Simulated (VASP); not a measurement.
Computed with revPBE GGA, VASP's PBE PAW potentials (set 64) (plane waves; VASP).

The input files of a VASP run:

### POSCAR
```
LiCl
1
    0.0000000000     2.6203265293     2.6203265293
    2.6203265293     0.0000000000     2.6203265293
    2.6203265293     2.6203265293     0.0000000000
Li Cl
1 1
Direct
  0.0000000000   0.0000000000   0.0000000000
  0.5000000000   0.5000000000   0.5000000000
```

INCAR:
```
# general
SYSTEM = LiCl
PREC   = Accurate
ENCUT  = 520
LREAL  = .FALSE.
LASPH  = .TRUE.
ICHARG = 11

# electronic loop
EDIFF  = 1E-7
NELM   = 100
ALGO   = Normal

# smearing
ISMEAR = 0
SIGMA  = 0.05

# functional
GGA    = RE

# output
LWAVE  = .FALSE.
LCHARG = .FALSE.
LORBIT = 11
```

File KPOINTS:
```
k-points along high-symmetry lines
15
Line-mode
Reciprocal
  0.000000   0.000000   0.000000 ! GAMMA
  0.500000   0.000000   0.500000 ! X

  0.500000   0.000000   0.500000 ! X
  0.625000   0.250000   0.625000 ! U

  0.375000   0.375000   0.750000 ! K
  0.000000   0.000000   0.000000 ! GAMMA

  0.000000   0.000000   0.000000 ! GAMMA
  0.500000   0.500000   0.500000 ! L

  0.500000   0.500000   0.500000 ! L
  0.500000   0.250000   0.750000 ! W

  0.500000   0.250000   0.750000 ! W
  0.500000   0.000000   0.500000 ! X
```

POTCAR, in this order: Li_sv Cl (PBE.64 set). Program: vasp_std. Read from the step before: CHGCAR.

The run wrote:

### OSZICAR
```
       N       E                     dE             d eps       ncg     rms          rms(c)
DAV:   1     0.453195883975E+02    0.45320E+02   -0.41760E+03  1620   0.102E+03
DAV:   2    -0.470842511484E+01   -0.50028E+02   -0.47923E+02  2240   0.161E+02
DAV:   3    -0.663497446201E+01   -0.19265E+01   -0.19244E+01  2067   0.381E+01
DAV:   4    -0.667121510377E+01   -0.36241E-01   -0.36196E-01  2528   0.516E+00
DAV:   5    -0.667143640597E+01   -0.22130E-03   -0.22127E-03  2271   0.387E-01
DAV:   6    -0.667143974898E+01   -0.33430E-05   -0.33429E-05  2549   0.356E-02
DAV:   7    -0.667143976730E+01   -0.18313E-07   -0.18343E-07  2253   0.264E-03
   1 F= -.66714398E+01 E0= -.66714398E+01  d E =-.135702E-19
```

OUTCAR:
```
 val. band max:        0.2056796213   @ k =   0.0536   0.0536   0.1071

 cond. band min:       6.4042020675   @ k =   0.0000   0.0000   0.0000



 k-point     1 :       0.0000    0.0000    0.0000
  band No.  band energies     occupation
      1     -43.6437      2.00000
      2     -12.9718      2.00000
      3       0.2039      2.00000
      4       0.2039      2.00000
      5       0.2039      2.00000
      6       6.4042      0.00000
      7      12.1614      0.00000
      8      12.1614      0.00000
      9      12.1614      0.00000

 k-point     2 :       0.0357    0.0000    0.0357
  band No.  band energies     occupation
      1     -43.6437      2.00000
      2     -12.9645      2.00000
      3       0.1658      2.00000
      4       0.1901      2.00000
      5       0.1901      2.00000
      6       6.4626      0.00000
      7      12.0618      0.00000
      8      12.1601      0.00000
      9      12.1601      0.00000

 k-point     3 :       0.0714    0.0000    0.0714
  band No.  band energies     occupation
      1     -43.6436      2.00000
      2     -12.9427      2.00000
      3       0.0555      2.00000
      4       0.1496      2.00000
      5       0.1496      2.00000
      6       6.6334      0.00000
      7      11.7977      0.00000
      8      12.1629      0.00000
      9      12.1674      0.00000

 k-point     4 :       0.1071    0.0000    0.1071
  band No.  band energies     occupation
      1     -43.6435      2.00000
      2     -12.9072      2.00000
      3      -0.1167      2.00000
      4       0.0853      2.00000
      5       0.0853      2.00000
      6       6.9053      0.00000
      7      11.4385      0.00000
      8      12.0760      0.00000
      9      12.1841      0.00000

 k-point     5 :       0.1429    0.0000    0.1429
  band No.  band energies     occupation
      1     -43.6433      2.00000
      2     -12.8590      2.00000
      3      -0.3373      2.00000
      4       0.0015      2.00000
...
```

The density is held fixed in this step, so its total energy and stress have no physical meaning.

The compound is LiCl in the rock salt structure. It was relaxed first, which changed the volume by +6 %.
